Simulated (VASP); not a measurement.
Data:

```xyz
2
Lattice="0.0000 2.7780 2.7780 2.7780 0.0000 2.7780 2.7780 2.7780 0.0000" Properties=species:S:1:pos:R:3 pbc="T T T"
Ag     2.7780     2.7780     0.0000
Cl     2.7780     2.7780     2.7780
```

These are optB88-vdW, VASP's PBE PAW potentials (set 64) (plane waves; VASP) values and carry that method's errors. Numerical set-up: 520 eV cut-off, 8×8×8 Γ-centred mesh, Gaussian smearing of 0.050 eV, potentials Ag Cl.

Question: Estimate the energy per atom (σ→0), band gap (on the k-mesh) with the smallest direct gap where there is one.

Answer: 
The band gap (on the k-mesh) is 0.89 eV. The smallest direct gap (on the k-mesh) comes out as 3.14 eV. The energy per atom (σ→0) is -0.367 eV/atom.

The compound is AgCl in the rock salt structure. It was relaxed first.
